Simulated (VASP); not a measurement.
OSZICAR of a VASP run on SnSe₂ (1T layered):

### OSZICAR
```
       N       E                     dE             d eps       ncg     rms          rms(c)
DAV:   1     0.158394200574E+03    0.15839E+03   -0.10769E+04   584   0.773E+03
DAV:   2     0.533902944940E+01   -0.15306E+03   -0.14931E+03   756   0.792E+02
DAV:   3    -0.111987607609E+02   -0.16538E+02   -0.16177E+02   719   0.203E+02
DAV:   4    -0.119448062130E+02   -0.74605E+00   -0.73427E+00   751   0.425E+01
DAV:   5    -0.119629780438E+02   -0.18172E-01   -0.18065E-01   676   0.524E+00    0.828E+00
DAV:   6    -0.116875992424E+02    0.27538E+00   -0.67846E-01   732   0.377E+01    0.496E+00
DAV:   7    -0.116657937592E+02    0.21805E-01   -0.24491E-01   716   0.893E+00    0.168E+00
DAV:   8    -0.116656812774E+02    0.11248E-03   -0.25297E-02   627   0.670E+00    0.139E-01
DAV:   9    -0.116651669727E+02    0.51430E-03   -0.44880E-03   578   0.198E+00    0.650E-02
DAV:  10    -0.116652391877E+02   -0.72215E-04   -0.37044E-04   596   0.207E-01    0.146E-02
DAV:  11    -0.116652456364E+02   -0.64487E-05   -0.29580E-05   634   0.111E-01    0.867E-03
DAV:  12    -0.116652502632E+02   -0.46268E-05   -0.95097E-06   644   0.458E-02    0.167E-03
DAV:  13    -0.116652505127E+02   -0.24951E-06   -0.51546E-07   683   0.184E-02    0.109E-03
DAV:  14    -0.116652506230E+02   -0.11032E-06   -0.19063E-07   652   0.340E-03    0.571E-04
DAV:  15    -0.116652506181E+02    0.49117E-08   -0.20808E-08   482   0.251E-03
   1 F= -.11665251E+02 E0= -.11665251E+02  d E =-.184161E-70
```

Problem. Which electronic solver shows in the log?

Solution. It is blocked Davidson (ALGO = Normal, or the opening steps of other solvers). The INCAR had ALGO = Normal.

Problem. Can the final energy be trusted as converged?

Solution. The run converged. It stopped with EDIFF = 1E-8, NELM = 100 (PBE GGA, plane waves, VASP's PBE PAW potentials (set 64)).

The compound is SnSe2 in the 1T layered structure. The cell was not relaxed at this level. The k-mesh is coarse (spacing up to 0.48 per Å, 2π included), so the numbers may not be converged in it.
